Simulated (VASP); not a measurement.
Wanted: the native input for a VASP 6.6.1 run.

```
Task                   : band structure
Functional             : PBE
Potentials or basis    : VASP PAW PBE potentials, release 64 (Ti_sv, O)
Cutoff                 : 520 eV
k mesh                 : 6 × 6 × 8
Occupations            : gaussian, width 0.02 eV
Spin                   : non-collinear spin, zero start, spin-orbit coupling
Starting moments       : [[0.0, 0.0, 0.0], [0.0, 0.0, 0.0], [0.0, 0.0, 0.0], [0.0, 0.0, 0.0], [0.0, 0.0, 0.0], [0.0, 0.0, 0.0]] μB
Further INCAR settings : ALGO = Fast; EDIFF = 1e-06
```

The structure of TiO2 lies in POSCAR:

```
TiO2
1.0
    4.5998373239      0.0000000000      0.0000000000
    0.0000000000      4.5998373239      0.0000000000
    0.0000000000      0.0000000000      2.9592135600
Ti O
2 4
Direct
    0.0000000000      0.0000000000      0.5000000000
    0.5000000000      0.5000000000      0.0000000000
    0.3043213200      0.3043213200      0.5000000000
    0.1956786800      0.8043213200      0.0000000000
    0.8043213200      0.1956786800      0.0000000000
    0.6956786800      0.6956786800      0.5000000000
```

The cell is a database's computed one.

These files were run (other wordings do the same):

INCAR

```
SYSTEM = TiO2
  ALGO = Fast
  EDIFF = 1E-6
  ENCUT = 520
  GGA = PE
  GGA_COMPAT = .False.
  ISIF = 2
  ISMEAR = 0
  LASPH = .True.
  LCHARG = .False.
  LMAXMIX = 4
  LORBIT = 11
  LREAL = .False.
  LSORBIT = .True.
  LWAVE = .False.
  MAGMOM = 0 0 0 0 0 0 0 0 0 0 0 0 0 0 0 0 0 0
  NELM = 60
  PREC = Accurate
  SIGMA = 0.02
```

KPOINTS

```
k-points
0
Gamma
  6 6 8
  0 0 0
```

KPOINTS_OPT

```
path GXMGZRAZ,XR,MA
10
line-mode
reciprocal
 0.0000000000  0.0000000000  0.0000000000  G
 0.0000000000  0.5000000000  0.0000000000  X

 0.0000000000  0.5000000000  0.0000000000  X
 0.5000000000  0.5000000000  0.0000000000  M

 0.5000000000  0.5000000000  0.0000000000  M
 0.0000000000  0.0000000000  0.0000000000  G

 0.0000000000  0.0000000000  0.0000000000  G
 0.0000000000  0.0000000000  0.5000000000  Z

 0.0000000000  0.0000000000  0.5000000000  Z
 0.0000000000  0.5000000000  0.5000000000  R

 0.0000000000  0.5000000000  0.5000000000  R
 0.5000000000  0.5000000000  0.5000000000  A

 0.5000000000  0.5000000000  0.5000000000  A
 0.0000000000  0.0000000000  0.5000000000  Z

 0.0000000000  0.5000000000  0.0000000000  X
 0.0000000000  0.5000000000  0.5000000000  R

 0.5000000000  0.5000000000  0.0000000000  M
 0.5000000000  0.5000000000  0.5000000000  A
```

Potentials or basis: VASP PAW PBE potentials, release 64 (Ti_sv, O).

Run with:

```bash
$ cat potpaw_PBE.64/Ti_sv/POTCAR potpaw_PBE.64/O/POTCAR > POTCAR
$ mpirun -np 1 vasp_ncl > vasp.out
```

Results of the run:

```yaml
Pressure: 4.9 GPa
Largest_force: 0.021 eV/Å
Net_moment: 0.00 μB per cell
Valence_electrons_inside_the_program's_atomic_spheres: Ti 10.23; O 5.07
```

Wall time 12 min on 1 thread of Intel(R) Xeon(R) 6975P-C (Granite Rapids) (shared host), peak memory 0.62 GiB.
